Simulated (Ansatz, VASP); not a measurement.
Given: the input of a run of VASP 6.6.1 on Mg6MnFe.

Contents of run.py:

```python
from ase.calculators.vasp import Vasp
from ase.dft.bandgap import bandgap
from ase.io import read

atoms = read('Mg6MnFe.xyz')
atoms.set_initial_magnetic_moments([3.0, 4.0, 0.0, 0.0, 0.0, 0.0, 0.0, 0.0])
calc = Vasp(
    directory='calc',
    xc='pbe',
    pp='PBE',
    setups='minimal',
    prec='Accurate',
    encut=500,
    ediff=1e-07,
    ismear=0,
    sigma=0.05,
    lreal=False,
    lasph=True,
    nelm=150,
    algo='Normal',
    isif=2,
    lwave=False,
    lcharg=True,
    ispin=2,
    lorbit=11,
    lmaxmix=4,
    lelf=True,
    lvhar=True,
    kpts=[6, 5, 5],
    gamma=True,
)
atoms.calc = calc

print('energy (eV):', atoms.get_potential_energy())
print('free energy (eV):', atoms.get_potential_energy(force_consistent=True))
print('forces (eV/A):')
print(atoms.get_forces())
print('stress (eV/A^3, Voigt):', atoms.get_stress())
print('Fermi level (eV):', calc.get_fermi_level())
print('moment (muB):', atoms.get_magnetic_moment())
print('site moments (muB):', atoms.get_magnetic_moments())
gap, top, bottom = bandgap(calc)
print('band gap (eV):', gap, 'from (spin, k, band)', top, 'to', bottom)
```

File Mg6MnFe.xyz:

```xyz
8
Lattice="4.8097900000 0.0000000000 0.0000000000 0.0000000000 3.0291170000 5.3174645000 0.0000000000 -3.0291170000 5.3174645000" Properties=species:S:1:pos:R:3 pbc="T T T"
Fe     2.4048950000      0.0000000000      7.2226163160
Mn     0.0000000000      0.0000000000      8.7314787727
Mg     2.4048950000      0.0000000000      1.7707475833
Mg     2.4048950000      1.5801207083      4.3737847101
Mg     2.4048950000     -1.5801207083      4.3737847101
Mg     0.0000000000      0.0000000000      3.5482483465
Mg     0.0000000000      1.4391395449      6.2595384156
Mg     0.0000000000     -1.4391395449      6.2595384156
```

Potentials or basis: VASP PAW PBE potentials, release 64 (Fe, Mn, Mg).

Launch:

```sh
$ python run.py
```

Question: Translate it to Ansatz 0.2.0. Potentials there: Ansatz PAW.

Answer: As run (the cutoff follows the program's own potentials):

File input.yaml:

```yaml
crystal:
  lattice:
    - [4.80979, 0.0, 0.0]
    - [0.0, 3.029117, 5.3174645]
    - [0.0, -3.029117, 5.3174645]
  atoms:
    - { symbol: Fe, position: [0.5, 0.679141, 0.679141], spin: 3.0 }
    - { symbol: Mn, position: [0.0, 0.821019, 0.821019], spin: 4.0 }
    - { symbol: Mg, position: [0.5, 0.166503, 0.166503] }
    - { symbol: Mg, position: [0.5, 0.672088, 0.150444] }
    - { symbol: Mg, position: [0.5, 0.150444, 0.672088] }
    - { symbol: Mg, position: [0.0, 0.333641, 0.333641] }
    - { symbol: Mg, position: [0.0, 0.826134, 0.351032] }
    - { symbol: Mg, position: [0.0, 0.351032, 0.826134] }
hamiltonian:
  xc: pbe
  pseudopotentials: { kind: paw }
magnetization:
  spin_polarized: true
kpoints:
  mp_grid: { grid: [6, 5, 5] }
scf:
  occupations: { method: gaussian, width: 0.05 }
output:
  forces: true
  stress: true
  eigenvalues: true
```

Potentials or basis: Ansatz PAW.

Launch:

```sh
$ ansatz run input.yaml --threads 4 --pin off --max-ram 11264MiB --backend cpu --events-out ev --progress --plain --runs-dir out
```

Both were run:

|  | VASP | Ansatz | Ansatz less VASP |
| --- | --- | --- | --- |
| gap on the k mesh at the Fermi level (eV) | none | none | - |
| pressure (GPa) | 0.0 | 0.1 | +0.10 |
| largest component of the traceless stress (GPa) | 0.72 | 0.75 | +0.032 |
| rms of the force components (eV/Å) | 0.021 | 0.022 | +0.0003 |
| net moment per atom (μB) | 0.78 | 0.78 | +0.003 |
| size of the moment on the site where the two differ most (μB) | 3.59 | 3.66 | +0.069 |

Site moments also hang on the region over which each program counts them. Atom by atom the forces differ by 0.001 eV/Å (rms over components). A gap of «none» marks a metal or a gap that the smearing closes. With one functional, cell and mesh, what is left measures potentials, basis and numerics. The two sets of potentials don't hold the same shells in valence.
